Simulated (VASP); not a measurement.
Calculation: rev-vdW-DF2, VASP's PBE PAW potentials (set 64) (plane waves; VASP 6.6.1).

The input files of a VASP run:

### KPOINTS
```
Automatic mesh
0
Gamma
7 7 7
0 0 0
```

File POSCAR:
```
CsCl
1
    4.0169175038     0.0000000000     0.0000000000
    0.0000000000     4.0169175038     0.0000000000
    0.0000000000     0.0000000000     4.0169175038
Cs Cl
1 1
Direct
  0.0000000000   0.0000000000   0.0000000000
  0.5000000000   0.5000000000   0.5000000000
```

### INCAR
```
# general
SYSTEM   = CsCl
PREC     = Accurate
ENCUT    = 520   # plane-wave cut-off (eV)
LREAL    = F   # projection in real space or not
LASPH    = T

# electronic loop
EDIFF    = 1E-7
NELM     = 100   # most electronic steps
ALGO     = Normal   # blocked Davidson
LMAXMIX  = 4

# smearing
ISMEAR   = 0   # Gaussian
SIGMA    = 0.05

# functional
GGA      = MK
LUSE_VDW = T
AGGAC    = 0.0
PARAM1   = 0.1234568
PARAM2   = 0.7114
ZAB_VDW  = -1.8867

# ions
ISIF     = 2

# output
LWAVE    = F
LCHARG   = F
```

POTCAR, in this order: Cs_sv Cl (PBE.64 set). Program: vasp_std.

Unless said otherwise, spin-orbit coupling is left out, though it shifts the bands of the heavy elements here.

Estimate the energy per atom (σ→0), pressure, band gap (on the k-mesh).

```
Property                           Value
------------------------  --------------
energy per atom (σ→0)     -1.343 eV/atom
band gap (on the k-mesh)         5.21 eV
pressure                        1.34 GPa
```

### OSZICAR
```
...
DAV:   8    -0.268560144173E+01    0.19448E-02   -0.13641E-02   580   0.908E-01    0.128E-01
DAV:   9    -0.268536208489E+01    0.23936E-03   -0.23455E-03   640   0.317E-01    0.986E-02
DAV:  10    -0.268546383783E+01   -0.10175E-03   -0.18695E-04   556   0.126E-01    0.199E-02
DAV:  11    -0.268547515827E+01   -0.11320E-04   -0.18948E-05   636   0.380E-02    0.463E-03
DAV:  12    -0.268547489218E+01    0.26609E-06   -0.54936E-06   592   0.149E-02    0.255E-03
DAV:  13    -0.268547476444E+01    0.12774E-06   -0.32851E-07   576   0.418E-03    0.897E-04
DAV:  14    -0.268547478201E+01   -0.17566E-07   -0.12034E-07   388   0.215E-03
   1 F= -.26854748E+01 E0= -.26854748E+01  d E =-.152593E-10
```

The compound is CsCl in the CsCl type structure. This cell is one point of a volume scan, at 0.94 of the reference volume.
